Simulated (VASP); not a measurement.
## SiC (relaxed from the h-BN structure, space group P6_3/mmc): computed properties

Calculation: r2SCAN meta-GGA, VASP's PBE PAW potentials (set 64) (plane waves; VASP 6.6.1).

```json
{
 "space_group": "P6_3/mmc (194)",
 "cell": "a = b = 3.1337 Å, c = 4.9589 Å, α = β = 90.00°, γ = 120.00°",
 "volume_per_atom": "10.54 Å³/atom",
 "band gap (over mesh and band path)": "0.22 eV",
 "smallest direct gap (over mesh and band path)": "2.02 eV",
 "band_edge_character": "indirect, Γ to M",
 "density": "3.16 g/cm³",
 "mean ε∞ (independent particles)": "9.04"
}
```

```xyz
4
Lattice="3.1337 0.0000 0.0000 -1.5669 2.7139 0.0000 0.0000 0.0000 4.9589" Properties=species:S:1:pos:R:3 pbc="T T T"
Si     0.0000     1.8093     1.2397
Si     1.5669     0.9046     3.7192
C      0.0000     1.8093     3.7192
C      1.5669     0.9046     1.2397
```

The structure was generated: SiC was put into the h-BN type (P6_3/mmc), which need not be its known phase. It was relaxed first, which changed the volume by -46 %. Symmetry was kept, so distortions that lower it aren't found.
